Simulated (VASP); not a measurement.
Calculation: PBE GGA, VASP's PBE PAW potentials (set 64) (plane waves; VASP).

The input files of a VASP run:

### INCAR
```
! general
SYSTEM   = Te
PREC     = Accurate
ENCUT    = 400
LREAL    = .False.
LASPH    = .True.   ! aspherical one-centre terms
KSPACING = 0.16
KGAMMA   = .True.

! electronic loop
EDIFF    = 1E-6   ! SCF stop (eV)
NELM     = 100   ! most electronic steps
ALGO     = Normal   ! blocked Davidson
LMAXMIX  = 4

! smearing
ISMEAR   = 0   ! Gaussian
SIGMA    = 0.05

! functional
GGA      = PE

! ions
ISIF     = 2   ! forces and stress, cell fixed

! output
LWAVE    = .False.
LCHARG   = .False.
```

File POSCAR:
```
Te
1
    2.1980610000    -3.9243150000     0.0000000000
    2.1980610000     3.9243150000     0.0000000000
    0.0000000000     0.0000000000     5.9641020000
Te
3
Direct
  0.0000000000   0.2630000000   0.6666670000
  0.7370000000   0.7370000000   0.0000000000
  0.2763000000   0.0133000000   0.3333330000
```

POTCAR, in this order: Te (PBE.64 set). Program: vasp_std.

Question: What does the run give for the energy per atom (σ→0), pressure, largest force?

Answer: 
```
Property                         Value
---------------------  ---------------
energy per atom (σ→0)   -3.137 eV/atom
pressure                      1.28 GPa
largest force          0.00578 Ha/bohr
```

### OSZICAR
```
...
DAV:   6    -0.941411825437E+01    0.16758E-01   -0.20631E-02 11804   0.973E-01    0.769E+00
DAV:   7    -0.941187808288E+01    0.22402E-02   -0.43523E-02 11484   0.145E+00    0.309E-01
DAV:   8    -0.941115257611E+01    0.72551E-03   -0.80780E-03 11174   0.575E-01    0.160E-01
DAV:   9    -0.941118915292E+01   -0.36577E-04   -0.22770E-04 14324   0.115E-01    0.112E-01
DAV:  10    -0.941123159154E+01   -0.42439E-04   -0.55355E-05 11274   0.534E-02    0.252E-02
DAV:  11    -0.941122625864E+01    0.53329E-05   -0.20082E-05 11364   0.306E-02    0.134E-02
DAV:  12    -0.941122649171E+01   -0.23307E-06   -0.19402E-06  7587   0.937E-03
   1 F= -.94112265E+01 E0= -.94112265E+01  d E =-.250029E-15
```

The compound is Te in the trig structure. The cell was not relaxed at this level, atoms are displaced from their ideal sites. The run is one of a series of settings (KGAMMA = .TRUE., KSPACING = 0.16, KPOINTS file removed against the base run), some of them coarse on purpose.
